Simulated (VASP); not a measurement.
CaSe (rock salt), at 1.04 of the tabulated volume:

```xyz
2
Lattice="0.0000 2.9990 2.9990 2.9990 0.0000 2.9990 2.9990 2.9990 0.0000" Properties=species:S:1:pos:R:3 pbc="T T T"
Ca     0.0000     0.0000     0.0000
Se     2.9990     2.9990     2.9990
```

The lowest empty band near X, direction across the valley's axis, from mBJ (TB09) with spin-orbit coupling in VASP (PAW); its two spin partners are averaged. The gap over the points computed is 2.83 eV, and the next band on that side lies 2.15 eV away at the edge.

Numerical set-up: 400 eV cut-off, 9×9×9 Γ-centred mesh, Gaussian smearing of 0.050 eV, potentials Ca_sv Se.

| distance from the edge in k (1/Å) | distance in energy (meV) |
|---|---|
| 0.018 | 3.5 |
| 0.025 | 6.7 |
| 0.035 | 13.2 |
| 0.050 | 26.9 |
| 0.070 | 52.5 |

Fit E(1 + αE) = ħ²k²/2m* (ħ²/2m0 = 3.810 eV Å²) and predict the row at 0.095 1/Å.

The rows don't resolve α, so a parabola serves: the electron mass is m* = 0.355 m0, and so 96.8 meV. The run gave 95.9 meV, -0.9 meV from the fit.

Left out are points under 3 meV from the edge, since the levels carry 0.1 meV, and points farther than half the way to the next band.

The compound is CaSe in the rock salt structure. The cell was not relaxed at this level.
